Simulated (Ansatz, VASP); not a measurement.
# Cross-check of NaFeSi2O6 (relaxed from glassy NaFeSi2O6) between VASP and Ansatz

Aim: how closely do two programs agree when they are given the same cell, functional and k mesh? The structure shown is the end of the Ansatz relaxation below.

Method: plane waves, with VASP 6.6.1 beside it; PBE, in Ansatz 0.2.0.

### Step 1. The structure

The cell holds 150 atoms: 15 Fe, 15 Na, 90 O and 30 Si. Cell: a = 12.972 Å, b = 12.225 Å, c = 12.998 Å, α = 90.6°, β = 89.4°, γ = 89.4°. As first built, before any earlier steps moved the atoms or strained the cell (in the runner's words): 150 atoms (15 Fe, 15 Na, 90 O, 30 Si) placed at random at 2.76 g/cm^3, melted at 4500 K for 20 ps at fixed volume with the Morse and Coulomb pair potential with partial charges (Pedone, Malavasi, Menziani, Cormack and Segre, J. Phys. Chem. B 110, 11780 (2006)). Quenched from 4500 K to 300 K at 20 K/ps and fixed volume, held 5 ps. The density is a measured one.

### Step 2. Ansatz: relaxation, PBE

Ansatz runs on its default PAW (the set named soft_2) files.

This run makes the geometry at which the two programs are then compared.

input.yaml reads:

```yaml
crystal:
  lattice:
    - [12.97129, 0.06526, 0.06979]
    - [0.06526, 12.22476, -0.0617]
    - [0.06979, -0.0617, 12.99757]
  atoms:
    - { symbol: Fe, position: [0.90711, 0.66257, 0.44014], spin: 5.0 }
    - { symbol: Fe, position: [0.2711, 0.80382, 0.52951], spin: -5.0 }
    - { symbol: Fe, position: [0.43891, 0.3525, 0.26007], spin: 5.0 }
    - { symbol: Fe, position: [0.2036, 0.38359, 0.74076], spin: -5.0 }
    - { symbol: Fe, position: [0.97879, 0.57533, 0.82774], spin: 5.0 }
    - { symbol: Fe, position: [0.04472, 0.66731, 0.25367], spin: -5.0 }
    - { symbol: Fe, position: [0.17695, 0.58215, 0.41428], spin: -5.0 }
    - { symbol: Fe, position: [0.4876, 0.89251, 0.4179], spin: -5.0 }
    - { symbol: Fe, position: [0.98975, 0.50831, 0.5964], spin: 5.0 }
    - { symbol: Fe, position: [0.42349, 0.52539, 0.63812], spin: -5.0 }
    - { symbol: Fe, position: [0.2667, 0.88305, 0.04854], spin: 5.0 }
    - { symbol: Fe, position: [0.2988, 0.76763, 0.28444], spin: -5.0 }
    - { symbol: Fe, position: [0.35665, 0.34315, 0.50106], spin: -5.0 }
    - { symbol: Fe, position: [0.14181, 0.83431, 0.83855], spin: 5.0 }
    - { symbol: Fe, position: [0.63418, 0.59591, 0.29648], spin: 5.0 }
    - { symbol: Na, position: [0.71109, 0.68747, 0.01407] }
    - { symbol: Na, position: [0.73128, 0.00498, 0.01761] }
    - { symbol: Na, position: [0.76091, 0.11081, 0.77152] }
    - { symbol: Na, position: [0.95311, 0.85645, 0.065] }
    - { symbol: Na, position: [0.59288, 0.08933, 0.28856] }
    - { symbol: Na, position: [0.7257, 0.70115, 0.7874] }
    - { symbol: Na, position: [0.68392, 0.30225, 0.18352] }
    - { symbol: Na, position: [0.90658, 0.15488, 0.98655] }
    - { symbol: Na, position: [0.57195, 0.11111, 0.55523] }
    - { symbol: Na, position: [0.47143, 0.28405, 0.72608] }
    - { symbol: Na, position: [0.41196, 0.5782, 0.1253] }
    - { symbol: Na, position: [0.44436, 0.69027, 0.82153] }
    - { symbol: Na, position: [0.05528, 0.07938, 0.80335] }
    - { symbol: Na, position: [0.74267, 0.82383, 0.32912] }
    - { symbol: Na, position: [0.74923, 0.9347, 0.60037] }
[... 114 atom lines left out ...]
    - { symbol: Si, position: [0.81884, 0.39212, 0.7271] }
    - { symbol: Si, position: [0.54564, 0.94704, 0.76983] }
    - { symbol: Si, position: [0.56296, 0.75073, 0.60835] }
    - { symbol: Si, position: [0.50206, 0.9425, 0.99919] }
    - { symbol: Si, position: [0.1966, 0.12567, 0.05252] }
    - { symbol: Si, position: [0.31426, 0.97696, 0.71137] }
magnetization:
  spin_polarized: true
kpoints:
  mp_grid: { grid: [1, 1, 1] }
hamiltonian:
  xc: pbe
scf:
  occupations: { method: fermi_dirac, width: 0.05 }
  lower_state_search: "off"
output:
  forces: true
  eigenvalues: true
  stress: true
relax:
  f_tol: 0.05
  max_steps: 70
```

On the command line:

```
> ansatz run input.yaml --threads 16 --pin off --max-ram 31232MiB --backend cpu --events-out ev --progress --plain --runs-dir out
```

Numbers of over 12 decimals in the logs are rounded to 6 here.

The program printed:

```text
Warning: output.stress: scf.convergence.dr2_threshold = 1e-7 eV (the SCF's general default) is looser than the 1.08e-8 eV advised for a printed stress (1e-10 eV for each atom of the cell: 150, of which 108 are counted). What an SCF threshold leaves in a stress goes as its square root, and in the free energy as the threshold itself, and one threshold admits the most on a small cell: [figures from the program's tests c [...]
Engine: ansatz 0.2.0, aarch64-unknown-linux-gnu
Pseudopotentials: kind: paw
Pseudopotential: Fe, paw, valence charge 16, recommended cutoff 420 eV (normal), Fe.paw.azcp
Pseudopotential: Na, paw, valence charge 9, recommended cutoff 420 eV (normal), Na.paw.azcp
Pseudopotential: O, paw, valence charge 6, recommended cutoff 420 eV (normal), O.paw.azcp
Pseudopotential: Si, paw, valence charge 4, recommended cutoff 420 eV (normal), Si.paw.azcp
Functional definition: PBE
  parameter kappa = 0.804
  parameter beta = 0.066725
  exchange = pbe_x(kappa = kappa, mu = beta*pi^2/3)
  correlation = pbe_c(beta = beta)
Crystal: 150 atoms, lattice volume = 2060.872 Å³
Basis set: ecut = 420 eV, 40305 PW (Γ), exchange–correlation on 180×180×180 points (8 copies of the dense FFT grid, shifted against one another)
Bands: 705, of which v1, the nominal top of the filled ones, is band 518 counted from 1 (517 counted from 0)
Symmetry: 1 space group operations
Space group: P1 (ITA 1), of the structure as read, at distance tolerance 1.3e-4 Å
Magnetic group: BNS 1.1 (UNI 1), of the structure as read, at distance tolerance 1.3e-4 Å
k-points: 1
Non-local potential: Fe, projectors of the file, l = 0: 3, l = 1: 2, l = 2: 3, l = 3: 1
Non-local potential: Na, projectors of the file, l = 0: 3, l = 1: 2, l = 2: 1
Non-local potential: O, projectors of the file, l = 0: 2, l = 1: 2, l = 2: 1
Non-local potential: Si, projectors of the file, l = 0: 2, l = 1: 2, l = 2: 2
PAW form: soft (Blöchl's): semilocal exchange-correlation on the pseudo side does not see the compensation charge
PAW one-centre angular grid: Fe, 590 points (default); XC on 64 Gauss nodes
PAW one-centre angular grid: Na, 110 points (default); XC on 64 Gauss nodes
PAW one-centre angular grid: O, 110 points (default); XC on 64 Gauss nodes
PAW one-centre angular grid: Si, 110 points (default); XC on 64 Gauss nodes
Initial density: superposition of atomic densities (chi_scale 0.1, normalization cell, long waves 53 % of neutral atoms (reshape's long-wave potential 1.53 eV rms, cloud 2.32 Å wide))
Starting moments: Σ|m| = 75 μB on 15 of 150 sites
Initial wavefunctions: pseudopotential atomic-orbital guess
Functional: x = pbe(κ = 0.804, μ = 0.219515), c = pbe(β = 0.066725)
SCF iter   1: F=—  HF=-159903.972865 eV  |F-HF|=—  |Δ(HF+E_count)|=         —  Δρ=2.10e-1 (↑2.10e-1 ↓1.92e-1)  dr2=3.40e3  dr2_m=3.16e2  M=0.969 μB ∫|m|=24.372 μB  β_m=0.30  ethr=3.10e-3  ⟨swp⟩=7.0  Hψ=5378  notcnv=0  defer=252
preconditioner: auto → Kerker (q_TF=auto, 2.432 Å⁻¹)  [metal: Δε(μ)=0.023 eV  Ē_g=14.225 eV  σ=0.050 eV  W_gap=0.12  n_scr=486 (ndim 8)  ℏωp=23.1 eV  f_vac=0.080  D(μ)=93.40/eV (n_scr^D=814)]
spin=Collinear: Kerker preconditioning applied to the charge; magnetization (m = ρ↑ − ρ↓) channel mixes plain (no charge-response kernel on spin).
SCF iter   2: F=—  HF=-159850.893489 eV  |F-HF|=—  |Δ(HF+E_count)|=    5.31e1  Δρ=8.68e-2 (↑8.68e-2 ↓8.34e-2)  dr2=4.50e2  dr2_m=1.01e1  M=-5.049 μB ∫|m|=71.149 μB  β_m=1.00  ethr=3.10e-3  ⟨swp⟩=12.5  Hψ=5514  notcnv=0  defer=282
SCF iter   3: F=—  HF=-159774.102434 eV  |F-HF|=—  |Δ(HF+E_count)|=    7.68e1  Δρ=4.41e-2 (↑4.41e-2 ↓4.25e-2)  dr2=1.36e2  dr2_m=2.27e0  M=-5.000 μB ∫|m|=72.961 μB  β_m=0.30  ethr=3.10e-3  ⟨swp⟩=4.0  Hψ=2820  notcnv=0  defer=315
SCF iter   4: F=—  HF=-159764.162328 eV  |F-HF|=—  |Δ(HF+E_count)|=    9.94e0  Δρ=6.50e-2 (↑6.50e-2 ↓5.19e-2)  dr2=2.17e2  dr2_m=2.40e1  M=-0.352 μB ∫|m|=59.314 μB  β_m=0.30  ethr=3.10e-3  ⟨swp⟩=4.0  Hψ=2806  notcnv=0  defer=324
[...]
- { symbol: O, position: [0.00585588, 0.849414, 0.875325] }
    - { symbol: O, position: [0.567028, 0.876802, 0.089566] }
    - { symbol: O, position: [0.814568, 0.328283, 0.617879] }
    - { symbol: O, position: [0.614796, 0.029548, 0.711052] }
    - { symbol: O, position: [0.971091, 0.965069, 0.471663] }
    - { symbol: O, position: [0.564992, 0.885787, 0.293813] }
    - { symbol: O, position: [0.782812, 0.111919, 0.591466] }
    - { symbol: O, position: [0.489573, 0.511040, 0.277081] }
    - { symbol: O, position: [0.918302, 0.588769, 0.298443] }
    - { symbol: O, position: [0.226223, 0.585028, 0.085949] }
    - { symbol: O, position: [0.781848, 0.371476, 0.012097] }
    - { symbol: O, position: [0.888210, 0.025478, 0.104820] }
    - { symbol: O, position: [0.806957, 0.304856, 0.818618] }
    - { symbol: O, position: [0.195430, 0.226652, 0.514849] }
    - { symbol: O, position: [0.312252, 0.178827, 0.055971] }
    - { symbol: O, position: [0.736042, 0.122338, 0.217939] }
    - { symbol: O, position: [0.214073, 0.952098, 0.786276] }
    - { symbol: O, position: [0.322999, 0.619154, 0.350714] }
    - { symbol: O, position: [0.625037, 0.705305, 0.190488] }
    - { symbol: O, position: [0.194842, 0.767911, 0.977473] }
    - { symbol: O, position: [0.230053, 0.651890, 0.556812] }
    - { symbol: O, position: [0.707855, 0.179205, 0.946993] }
    - { symbol: O, position: [0.042056, 0.591484, 0.477004] }
    - { symbol: O, position: [0.844037, 0.841482, 0.740398] }
[...]
- { symbol: O, position: [0.465469, 0.674742, 0.611908] }
    - { symbol: O, position: [0.319851, 0.570713, 0.729761] }
    - { symbol: O, position: [0.984007, 0.363494, 0.969326] }
    - { symbol: O, position: [0.877130, 0.769518, 0.547375] }
    - { symbol: O, position: [0.528485, 0.664092, 0.395250] }
    - { symbol: O, position: [0.933447, 0.453239, 0.731733] }
    - { symbol: O, position: [0.606222, 0.602089, 0.872598] }
    - { symbol: O, position: [0.038770, 0.372519, 0.547558] }
    - { symbol: Si, position: [0.124890, 0.329201, 0.464784] }
    - { symbol: Si, position: [0.423088, 0.158253, 0.112767] }
    - { symbol: Si, position: [0.859072, 0.487368, 0.240547] }
    - { symbol: Si, position: [0.135725, 0.658628, 0.025397] }
    - { symbol: Si, position: [0.598255, 0.346265, 0.460966] }
    - { symbol: Si, position: [0.182413, 0.0068226, 0.256576] }
    - { symbol: Si, position: [0.883782, 0.893085, 0.857986] }
    - { symbol: Si, position: [0.887279, 0.445727, 0.00579506] }
    - { symbol: Si, position: [0.968197, 0.919162, 0.352846] }
    - { symbol: Si, position: [0.928654, 0.782477, 0.659910] }
    - { symbol: Si, position: [0.798644, 0.225118, 0.536406] }
    - { symbol: Si, position: [0.437961, 0.574496, 0.380605] }
    - { symbol: Si, position: [0.722923, 0.302194, 0.917993] }
    - { symbol: Si, position: [0.061440, 0.949060, 0.556897] }
    - { symbol: Si, position: [0.943174, 0.262531, 0.340776] }
    - { symbol: Si, position: [0.538251, 0.805242, 0.195019] }
    - { symbol: Si, position: [0.851066, 0.073714, 0.214446] }
    - { symbol: Si, position: [0.204903, 0.476779, 0.165668] }
    - { symbol: Si, position: [0.212823, 0.616509, 0.679326] }
    - { symbol: Si, position: [0.368238, 0.115058, 0.345289] }
    - { symbol: Si, position: [0.109837, 0.341630, 0.980470] }
    - { symbol: Si, position: [0.182009, 0.155472, 0.621371] }
    - { symbol: Si, position: [0.616756, 0.488240, 0.810526] }
    - { symbol: Si, position: [0.719174, 0.579629, 0.512667] }
    - { symbol: Si, position: [0.820649, 0.393848, 0.725803] }
    - { symbol: Si, position: [0.544568, 0.946013, 0.770838] }
    - { symbol: Si, position: [0.565092, 0.752741, 0.608121] }
    - { symbol: Si, position: [0.498903, 0.943264, 1.002363] }
    - { symbol: Si, position: [0.196133, 0.125618, 0.056119] }
    - { symbol: Si, position: [0.312836, 0.972696, 0.709999] }
```

In the SCF lines HF is the Harris–Foulkes energy and dr2 the Hartree energy of the density residual, in eV; the loop may stop once dr2 is under the threshold and the program's other checks hold. Hψ counts applications of the Hamiltonian.

### Step 3. VASP: single point, PBE

The same cell, functional, mesh and smearing now go to VASP, with its own data sets.

Lines of VASP's logs that name or quote its potential files are left out, and so is its time.

INCAR reads:

```
SYSTEM = NaFeSi2O6
PREC = Accurate
ENCUT = 600
EDIFF = 1E-06
NELM = 200
ISMEAR = -1
SIGMA = 0.05
LREAL = Auto
ALGO = Normal
GGA = PE
NBANDS = 547
ISPIN = 2
MAGMOM = 3.66 -3.55 3.66 -3.62 3.62 -3.61 -3.61 -3.61 3.53 -3.62 3.53 -3.63 -3.66 3.52 3.64 0 0 0 -0 -0 -0 0 -0 -0 -0 0 0 -0 -0 0 0.16 -0 -0.47 -0.01 -0.01 0 -0.19 0.01 -0.17 -0.18 0.01 0.06 -0.16 0.2 0 0.01 -0 -0.01 -0.14 0 0.16 -0.02 0.01 0.01 0 0 -0.02 0 0 0.14 -0.17 0.14 0.18 -0.15 0 0.09 0.01 -0.02 0 0.17 0.18 -0.44 -0.14 -0.18 0 0.01 0 -0 -0.01 0.01 0 -0.01 -0.2 -0.16 0.16 0 -0 0.15 -0.01 -0.1 0.16 0.12 -0 0.17 0 -0.15 0.01 0.01 0.14 0.01 -0.15 -0.17 -0 0.15 0 0.13 -0 0.01 0.2 -0.13 -0.48 0.02 -0.17 -0.16 0 0.14 0.1 0.16 -0.01 0.21 0 0 0 0.01 0 0 0 0 0 0.01 0 -0 -0 -0.01 0 -0 -0 0 -0 -0 -0 -0 -0 0.01 0 0 -0.01 0 0 -0
LASPH = .TRUE.
LMAXMIX = 4
LORBIT = 11
LWAVE = .FALSE.
LCHARG = .FALSE.
ISIF = 2
GGA_COMPAT = .FALSE.
```

POSCAR reads:

```
NaFeSi2O6
1.0
   12.9712900000      0.0652600000      0.0697900000
    0.0652600000     12.2247600000     -0.0617000000
    0.0697900000     -0.0617000000     12.9975700000
Fe Na O Si
15 15 90 30
Direct
    0.9089500000      0.6613400000      0.4406100000
    0.2691100000      0.8026400000      0.5275200000
    0.4370000000      0.3534200000      0.2613600000
    0.2002100000      0.3782000000      0.7380500000
    0.9821400000      0.5734000000      0.8282700000
    0.0451000000      0.6663100000      0.2538100000
    0.1769400000      0.5794600000      0.4136500000
    0.4855400000      0.8937000000      0.4185100000
    0.9917400000      0.5061300000      0.5953200000
    0.4277200000      0.5277200000      0.6354100000
    0.2617100000      0.8854100000      0.0505600000
    0.2979900000      0.7666900000      0.2862800000
    0.3570100000      0.3438400000      0.5023600000
    0.1428400000      0.8291700000      0.8379200000
    0.6332900000      0.5964200000      0.2973800000
    0.7008100000      0.7025500000      0.0083000000
    0.7340900000      0.0096700000      0.0114400000
    0.7606500000      0.1153600000      0.7701100000
    0.9535600000      0.8604800000      0.0633200000
    0.5895900000      0.0780300000      0.2792900000
    0.7352400000      0.6933700000      0.7791200000
    0.6865100000      0.3012500000      0.1947500000
    0.9077200000      0.1557400000      0.9848600000
    0.5838300000      0.1139500000      0.5582800000
    0.4716000000      0.2878000000      0.7223000000
    0.4092200000      0.5795000000      0.1299500000
    0.4492900000      0.6862800000      0.8132700000
    0.0575400000      0.0689300000      0.8025200000
    0.7417500000      0.8251100000      0.3303600000
    0.7514000000      0.9372300000      0.6061100000
[... 114 atom lines left out ...]
    0.8206500000      0.3938500000      0.7258000000
    0.5445700000      0.9460100000      0.7708400000
    0.5650900000      0.7527400000      0.6081200000
    0.4989000000      0.9432600000      0.0023600000
    0.1961300000      0.1256200000      0.0561200000
    0.3128400000      0.9727000000      0.7100000000
```

KPOINTS reads:

```
Automatic mesh
0
Gamma
1 1 1
0 0 0
```

The projector-augmented-wave data sets are Fe, Na_pv, O and Si (PBE family, release 64).

On the command line:

```
> export OMP_NUM_THREADS=3
> mpirun -np 1 vasp_gam
```

The program printed:

```text
[banner, memory and clock lines left out]
running    1 mpi-ranks, on    1 nodes
[...]
Offloading initialized ...    1 GPUs detected
[...]
LDA part: xc-table for (Slater+PW92), standard interpolation
 POSCAR, INCAR and KPOINTS ok, starting setup
[...]
entering main loop
       N       E                     dE             d eps       ncg     rms          rms(c)
DAV:   1     0.149038249707E+05    0.14904E+05   -0.48615E+05  2204   0.203E+03
DAV:   2     0.216549512165E+04   -0.12738E+05   -0.11816E+05  2260   0.560E+02
DAV:   3    -0.874140288424E+03   -0.30396E+04   -0.27503E+04  2332   0.275E+02
DAV:   4    -0.128380684970E+04   -0.40967E+03   -0.40291E+03  2832   0.103E+02
[...]
DAV:  65    -0.107986752792E+04    0.23401E-05   -0.38364E-06  2088   0.124E-02    0.145E-02
DAV:  66    -0.107986752687E+04    0.10539E-05   -0.42474E-06  1968   0.144E-02    0.133E-02
DAV:  67    -0.107986752749E+04   -0.61914E-06   -0.82864E-06  2560   0.918E-03
   1 F= -.10798675E+04 E0= -.10798596E+04  d E =-.158217E-01  mag=     4.9888
```

OUTCAR, selected parts (step 3):

```text
 magnetization (x)
# of ion       s       p       d       tot
------------------------------------------
    1        0.016   0.024   3.878   3.917
    2        0.011   0.067   3.732   3.810
    3        0.018   0.042   3.890   3.950
    4       -0.027  -0.055  -3.874  -3.956
    5        0.027   0.047   3.887   3.961
    6       -0.018  -0.052  -3.872  -3.942
    7       -0.017  -0.019  -3.830  -3.866
    8       -0.018  -0.067  -3.825  -3.910
    9        0.018   0.029   3.834   3.880
   10       -0.015  -0.053  -3.874  -3.942
   11        0.015   0.075   3.812   3.902
   12       -0.025  -0.047  -3.826  -3.897
   13       -0.022  -0.041  -3.902  -3.965
[...]
--------------------------------------------------
tot          0.075   0.812   3.741   4.627

[... 2 further parts left out ...]
[key lines of the parts left out:]
E-fermi :   1.9684
```

The magnetic state follows from one typed start and may not be the lowest.

### Step 4. Comparison

Known differences besides the potentials themselves: VASP starts from the moments at which Ansatz ended; the data sets hold 1035 valence electrons in Ansatz (on its default PAW (the set named soft_2) files) and 885 in VASP; the cutoff is 420 eV in Ansatz and 600 eV in VASP (PREC = Accurate, projectors in real space); site moments are counted in spheres of each program's own size. Total energies have different zeros and are not compared.

Both answers:

```tsv
quantity	Ansatz	VASP	difference
pressure (GPa)	-1.36	-1.49	+0.13
total moment (μB)	-5.01	4.99	-10.00
moment on Fe13 (μB)	-3.66	-3.96	+0.30
moment on Fe5 (μB)	3.62	3.96	-0.34
moment on Fe4 (μB)	-3.62	-3.96	+0.34
moment on Fe3 (μB)	3.66	3.95	-0.29
moment on Fe10 (μB)	-3.62	-3.94	+0.33
moment on Fe6 (μB)	-3.61	-3.94	+0.33
moment on Fe15 (μB)	3.64	3.94	-0.30
moment on Fe1 (μB)	3.66	3.92	-0.26
```

Forces on 7 of the 150 atoms, those with the largest forces and the largest differences (eV/Å; atoms numbered as in POSCAR):

```tsv
atom	Ansatz x, y, z	VASP x, y, z
Fe2	0.000, -0.013, 0.003	0.405, 0.116, -0.617
Fe7	-0.011, -0.011, 0.011	0.014, 0.013, 0.161
Fe8	0.013, 0.016, 0.002	-0.163, -0.017, -0.148
Fe12	0.010, -0.002, 0.004	0.153, 0.092, 0.105
O33	-0.002, -0.001, 0.001	-0.313, -0.197, 0.674
O64	-0.003, 0.004, -0.003	0.049, 0.119, -0.258
O111	-0.008, -0.001, -0.007	-0.135, 0.005, -0.027
```

The forces differ by 61 meV/Å r.m.s., where the r.m.s. force is 0.009 eV/Å in Ansatz and 0.061 eV/Å in VASP: the atoms lie near their places of rest in Ansatz, so a percentage would say little (all taken over all components). The two runs ended with unlike total or site moments, perhaps in different magnetic states; the other differences may follow from that, so they don't measure the programs' precision.

### Step 5. Results

| Property | Result |
| --- | --- |
| difference in total moment (single point, PBE) | -10.0 μB |
| r.m.s. force difference (single point, PBE) | 61 meV/Å |

The r.m.s. force difference is 61 meV/Å (single point, PBE), beyond the 12 meV/Å picked in this series as the mark of a large difference. The data sets hold unlike numbers of valence electrons (1035 in Ansatz and 885 in VASP), so part of the differences may come from the potentials. The runs of the single point, PBE pair ended with unlike moments, so it says little about numerical agreement. By the marks of this series, far apart in the single point, PBE pair: the r.m.s. force difference, 61 meV/Å. What causes the difference of the single point, PBE pair stays open here. VASP runs on this material, other cells and data sets included, that failed, so that no pair exists: single point, PBE (timeout). How closely two codes agree says nothing of how well the functional describes the real material.

[Lines on the potential files, build, host, timing and source positions are cut from VASP's logs without a mark.]

[Logs are printed without paths, hosts, clocks, repeated set-up lines and the standing remarks that a program may print on its own settings, such as how far it seeks lower states.]

[Hosts, paths, dates, database ids (printed as entryN), source tags and the programs' standing remarks are cut or masked in the printed files.]
